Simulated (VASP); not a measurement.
Output of a VASP run:

File OUTCAR:
```
 ion  position               nearest neighbor table
   1  0.750  0.872  0.570-   3 2.03   3 2.03   4 2.08   3 2.73   3 2.73   2 3.27   2 3.27   2 3.27
                             2 3.27
   2  0.250  0.372  0.430-   4 2.03   4 2.03   3 2.08   4 2.73   4 2.73   1 3.27   1 3.27   1 3.27
                             1 3.27
   3  0.250  0.502  0.555-   1 2.03   1 2.03   2 2.08   1 2.73   1 2.73
   4  0.750  0.002  0.445-   2 2.03   2 2.03   1 2.08   2 2.73   2 2.73
  LATTYP: Found a simple orthorhombic cell.
 ALAT       =     3.0264280000
 B/A-ratio  =     1.1813187031
 C/A-ratio  =     5.3804769187
 Subroutine PRICEL returns:
 Original cell was already a primitive cell.
 Subroutine GETGRP returns: Found  4 space group operations
The static configuration has the point symmetry C_1 .
 The point group associated with its full space group is C_2v.
The dynamic configuration has the point symmetry C_1 .
 Subroutine INISYM returns: Found  4 space group operations
 Subroutine IBZKPT returns following result:
 Found     12 irreducible k-points:

 Following reciprocal coordinates:
            Coordinates               Weight
  0.000000  0.000000  0.000000      1.000000
  0.166667  0.000000  0.000000      2.000000
  0.333333  0.000000  0.000000      2.000000
  0.500000  0.000000  0.000000      1.000000
  0.000000  0.200000  0.000000      2.000000
  0.166667  0.200000  0.000000      4.000000
  0.333333  0.200000  0.000000      4.000000
  0.500000  0.200000  0.000000      2.000000
  0.000000  0.400000  0.000000      2.000000
  0.166667  0.400000  0.000000      4.000000
  0.333333  0.400000  0.000000      4.000000
  0.500000  0.400000  0.000000      2.000000
   k-points           NKPTS =     12   k-points in BZ     NKDIM =     12   number of bands    NBANDS=     22
   number of dos      NEDOS =    301   number of ions     NIONS =      4
   total plane-waves  NPLWV =  51840
   dimension x,y,z NGX =    20 NGY =   24 NGZ =  108
   dimension x,y,z NGXF=    40 NGYF=   48 NGZF=  216
   ions per type =               2   2
   PREC   = accura    normal or accurate (medium, high low for compatibility)
   ISTART =      0    job   : 0-new  1-cont  2-samecut
   ICHARG =      2    charge: 1-file 2-atom 10-const
   ISPIN  =      1    spin polarized calculation?
   LNONCOLLINEAR =      F non collinear calculations
   LSORBIT =      F    spin-orbit coupling
   INIWAV =      1    electr: 0-lowe 1-rand  2-diag
   ENCUT  =  400.0 eV  29.40 Ry    5.42 a.u.   4.94  5.83 26.55*2*pi/ulx,y,z
   NELM   =    100;   NELMIN=  2; NELMDL= -5     # of ELM steps
   EDIFF  = 0.1E-05   stopping-criterion for ELM
   LREAL  =      F    real-space projection
   NLSPLINE    = F    spline interpolate recip. space projectors
   LMAXMIX     =    4 max onsite mixed and CHGCAR
   VOSKOWN=      0    Vosko Wilk Nusair interpolation
   EDIFFG = 0.1E-04   stopping-criterion for IOM
   NSW    =      0    number of steps for IOM
   NBLOCK =      1;   KBLOCK =      1    inner block; outer block
   IBRION =     -1    ionic relax: 0-MD 1-quasi-New 2-CG
   NFREE  =      0    steps in history (QN), initial steepest desc. (CG)
   ISIF   =      2    stress and relaxation
   ISYM   =      2    0-nonsym 1-usesym 2-fastsym
   TEIN   =    0.0    initial temperature
   TEBEG  =    0.0;   TEEND  =   0.0 temperature during run
   SMASS  =  -3.00    Nose mass-parameter (am)
   PSTRESS=    0.0 pullay stress
   NELECT =      36.0000    total number of electrons
   EFERMI =   0.00;   METHOD = LEGACY
   ISMEAR =    -1;   SIGMA  =   0.10  broadening in eV -4-tet -1-fermi 0-gaus
   IALGO  =     38    algorithm
   LDIAG  =      T    sub-space diagonalisation (order eigenvalues)
   IMIX   =      4    mixing-type and parameters
     AMIX     =   0.40;   BMIX     =  1.00
     AMIX_MAG =   1.60;   BMIX_MAG =  1.00
     AMIN     =   0.10
   GGA     = PE    functional components
   VOSKOWN =     0    Vosko Wilk Nusair interpolation
   LHFCALC =     F    Hartree Fock is set to
   LHFONE  =     F    Hartree Fock one center treatment
   AEXX    =    0.0000 exact exchange contribution
...
```

File OSZICAR:
```
       N       E                     dE             d eps       ncg     rms          rms(c)
DAV:   1     0.274264646118E+03    0.27426E+03   -0.14754E+04   536   0.112E+03
DAV:   2     0.132391653921E+02   -0.26103E+03   -0.25067E+03   724   0.291E+02
DAV:   3    -0.114522401596E+02   -0.24691E+02   -0.24444E+02   582   0.100E+02
DAV:   4    -0.117737689748E+02   -0.32153E+00   -0.32122E+00   606   0.128E+01
DAV:   5    -0.117776032497E+02   -0.38343E-02   -0.38341E-02   606   0.129E+00    0.175E+01
DAV:   6    -0.100983134074E+02    0.16793E+01   -0.69193E+00   652   0.255E+01    0.108E+01
DAV:   7    -0.100681638308E+02    0.30150E-01   -0.56875E-01   618   0.730E+00    0.551E+00
DAV:   8    -0.100506319305E+02    0.17532E-01   -0.91491E-02   618   0.252E+00    0.916E-01
DAV:   9    -0.100462160288E+02    0.44159E-02   -0.28012E-02   612   0.166E+00    0.245E-01
DAV:  10    -0.100453201006E+02    0.89593E-03   -0.28755E-03   600   0.622E-01    0.483E-02
DAV:  11    -0.100451162975E+02    0.20380E-03   -0.28863E-04   618   0.146E-01    0.435E-02
DAV:  12    -0.100450905174E+02    0.25780E-04   -0.66777E-04   646   0.215E-01    0.397E-02
DAV:  13    -0.100451135071E+02   -0.22990E-04   -0.12009E-04   588   0.119E-01    0.105E-02
DAV:  14    -0.100451871739E+02   -0.73667E-04   -0.28969E-05   570   0.415E-02    0.966E-03
DAV:  15    -0.100452723339E+02   -0.85160E-04   -0.42481E-05   594   0.275E-02    0.622E-03
DAV:  16    -0.100453930503E+02   -0.12072E-03   -0.86937E-06   484   0.106E-02    0.585E-03
DAV:  17    -0.100454942312E+02   -0.10118E-03   -0.13503E-05   466   0.106E-02    0.229E-03
DAV:  18    -0.100455176823E+02   -0.23451E-04   -0.23635E-06   428   0.751E-03    0.991E-04
DAV:  19    -0.100455269990E+02   -0.93166E-05   -0.95165E-07   398   0.345E-03    0.266E-04
DAV:  20    -0.100455279069E+02   -0.90798E-06   -0.93932E-08   384   0.147E-03
   1 F= -.10045528E+02 E0= -.10033523E+02  d E =-.240099E-01
```

### OUTCAR
```
------------------------ aborting loop because EDIFF is reached ----------------------------------------
  FORCE on cell =-STRESS in cart. coord.  units (eV):
  Direction    XX          YY          ZZ          XY          YZ          ZX
  --------------------------------------------------------------------------------------
  Total       12.5451040      9.2991304      8.8199561      0.0000000      0.0000000      0.0000000
  in kB      114.0790662     84.5617631     80.2043852      0.0000000      0.0000000      0.0000000
  external PRESSURE =      92.9484048 kB  Pullay stress =       0.0000000 kB
  volume of cell :      176.19
      direct lattice vectors                 reciprocal lattice vectors
     3.026428000  0.000000000  0.000000000     0.330422531  0.000000000  0.000000000
     0.000000000  3.575176000  0.000000000     0.000000000  0.279706510  0.000000000
     0.000000000  0.000000000 16.283626000     0.000000000  0.000000000  0.061411383
 POSITION                                       TOTAL-FORCE (eV/Angst)
 -----------------------------------------------------------------------------------
      2.26982      3.11863      9.28362        -0.000000      2.978088      3.329038
      0.75661      1.33104      7.00001        -0.000000      2.978088     -3.329038
      0.75661      1.79581      9.03008         0.000000     -2.978088      2.042175
      2.26982      0.00822      7.25354         0.000000     -2.978088     -2.042175
 -----------------------------------------------------------------------------------
    total drift:                                0.000000      0.000974      0.000006
  FREE ENERGIE OF THE ION-ELECTRON SYSTEM (eV)
  ---------------------------------------------------
  free  energy   TOTEN  =       -10.0455279069 eV

  energy  without entropy=      -10.0215180199  energy(sigma->0) =      -10.03352296
```
(Selected blocks of OUTCAR.)

### POSCAR
```
AgF
1
    3.0264280000     0.0000000000     0.0000000000
    0.0000000000     3.5751760000     0.0000000000
    0.0000000000     0.0000000000    16.2836260000
Ag F
2 2
Direct
  0.7500000000   0.8723000000   0.5701200000
  0.2500000000   0.3723000000   0.4298800000
  0.2500000000   0.5023000000   0.5545500000
  0.7500000000   0.0023000000   0.4454500000
```

Q: Write an INCAR and KPOINTS that could have produced this output.

A: One answer among several that fit: the input of the run itself, PBE GGA, plane waves, VASP's PBE PAW potentials (set 64).

### KPOINTS
```
Regular mesh
0
G
6 5 1
```

**INCAR**
```
ALGO = Normal
EDIFF = 1E-6
ENCUT = 400
GGA = PE
ISIF = 2
ISMEAR = -1
LASPH = .TRUE.
LCHARG = .FALSE.
LMAXMIX = 4
LREAL = .FALSE.
LWAVE = .FALSE.
NELM = 100
PREC = Accurate
SIGMA = 0.1
SYSTEM = AgF
```

POTCAR, in this order: Ag F (PBE.64 set). Program: vasp_std.

At this cut-off the stress carries a Pulay error, which pulls relaxed volumes low. The cell holds a wide vacuum, so values per volume refer to the whole cell.

The cell is a sheet with vacuum, built from a generated structure.
